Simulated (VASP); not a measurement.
Calculation: PBE GGA with D3 dispersion (zero damping), VASP's PBE PAW potentials (set 64) (plane waves; VASP).

VASP input:

INCAR:
```
LCHARG=.FALSE.
NELM=100   # most electronic steps
ENCUT=520   # plane-wave cut-off (eV)
ISIF=2
ISMEAR=0
SYSTEM=CdSe
LMAXMIX=4   # l cut-off of mixed one-centre charges
GGA=PE
LREAL=.FALSE.   # projection in real space or not
LASPH=.TRUE.   # aspherical one-centre terms
ALGO=Normal
IVDW=11   # D3, zero damping
EDIFF=1E-7
SIGMA=0.05   # width (eV)
LWAVE=.FALSE.
PREC=Accurate
```

### POSCAR
```
CdSe
1
    0.0000000000     3.1206858097     3.1206858097
    3.1206858097     0.0000000000     3.1206858097
    3.1206858097     3.1206858097     0.0000000000
Cd Se
1 1
Direct
  0.0000000000   0.0000000000   0.0000000000
  0.2500000000   0.2500000000   0.2500000000
```

File KPOINTS:
```
Automatic mesh
0
Gamma
8 8 8
0 0 0
```

POTCAR, in this order: Cd Se (PBE.64 set). Program: vasp_std.

Task: Predict the energy per atom (σ→0), dispersion energy, pressure, band gap (on the k-mesh).

Result: 
| Item | Result |
|---|---|
| energy per atom (σ→0) | -2.990 eV/atom |
| dispersion energy | -0.483 eV |
| band gap (on the k-mesh) | 0.45 eV |
| pressure | -2.51 GPa |

### OSZICAR
```
...
DAV:   8    -0.549702089549E+01   -0.81109E-03   -0.13003E-02   774   0.165E+00    0.231E-01
DAV:   9    -0.549720297958E+01   -0.18208E-03   -0.18704E-03   874   0.608E-01    0.481E-02
DAV:  10    -0.549728097459E+01   -0.77995E-04   -0.20976E-04   794   0.203E-01    0.464E-02
DAV:  11    -0.549733200376E+01   -0.51029E-04   -0.91179E-05   779   0.736E-02    0.159E-02
DAV:  12    -0.549733066135E+01    0.13424E-05   -0.64896E-06   867   0.348E-02    0.455E-03
DAV:  13    -0.549733149155E+01   -0.83020E-06   -0.25106E-06   774   0.102E-02    0.332E-03
DAV:  14    -0.549733147504E+01    0.16509E-07   -0.83108E-08   617   0.223E-03
   1 F= -.59801853E+01 E0= -.59801853E+01  d E =-.759716E-12
```

The compound is CdSe in the zinc blende structure, whereas wurtzite is the usual form. This cell is one point of a volume scan, at 1.06 of the reference volume.
